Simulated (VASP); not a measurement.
Input:

```yaml
crystal:
  lattice:
    - [4.39323, 0.00000, 0.00000]
    - [-2.19662, 3.80465, 0.00000]
    - [0.00000, 0.00000, 7.16831]
  atoms:
    - { symbol: Mg, position: [0.33333, 0.66667, 0.99976] }
    - { symbol: Mg, position: [0.66667, 0.33333, 0.49976] }
    - { symbol: Te, position: [0.33333, 0.66667, 0.37524] }
    - { symbol: Te, position: [0.66667, 0.33333, 0.87524] }
```

These are PBEsol GGA, VASP's PBE PAW potentials (set 64) (plane waves; VASP) values and carry that method's errors. Numerical set-up: 500 eV cut-off, 6×6×3 Γ-centred mesh, Gaussian smearing of 0.050 eV, potentials Mg Te.

Unless said otherwise, spin-orbit coupling is left out, though it shifts the bands of the heavy elements here.

**Question.** Predict the energy per atom (σ→0), pressure, band gap (on the k-mesh) with the smallest direct gap where there is one.

**Answer.** 
```yaml
band gap (on the k-mesh): 2.90 eV
smallest direct gap (on the k-mesh): 2.90 eV
energy per atom (σ→0): -3.398 eV/atom
pressure: 5.01 GPa
```

The absolute energy has meaning only against runs of the same code, potentials and settings.

The structure was generated: MgTe was put into the wurtzite type (P6_3mc), which need not be its known phase. It was relaxed first under an external pressure of 5 GPa.
